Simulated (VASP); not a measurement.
Given:

```
CELL_PARAMETERS angstrom
      0.00000     3.34217     3.34217
      3.34217     0.00000     3.34217
      3.34217     3.34217     0.00000
ATOMIC_POSITIONS crystal
  K  0.00000 0.00000 0.00000
  Br 0.50000 0.50000 0.50000
```

The numbers are results of vdW-DF2, VASP's PBE PAW potentials (set 64) (plane waves; VASP), not measurements. Settings: 520 eV cut-off, Gaussian smearing of 0.050 eV, potentials K_sv Br.

Q: Give the energies of bands 6 to 11 at the high-symmetry points, in eV from the valence-band maximum.

A: 
| band | Γ | X | U | L | W |
|---|---|---|---|---|---|
| 6 | 0.00 | -0.81 | -0.69 | -1.16 | -0.58 |
| 7 | 0.00 | -0.28 | -0.63 | -0.31 | -0.58 |
| 8 | 0.00 | -0.28 | -0.32 | -0.31 | -0.52 |
| 9 | 3.99 | 5.64 | 6.33 | 6.24 | 7.09 |
| 10 | 7.33 | 6.74 | 7.68 | 7.82 | 7.09 |
| 11 | 7.33 | 9.06 | 8.10 | 9.37 | 7.83 |

The gap is direct, 3.99 eV, from the valence maximum at Γ to the conduction minimum at Γ.

Measured: gap 7.40 eV (computed value off by -3.41 eV), as given by Aguado et al., (1998), arXiv:cond-mat/9809176.

The compound is KBr in the rock salt structure. It was relaxed first.
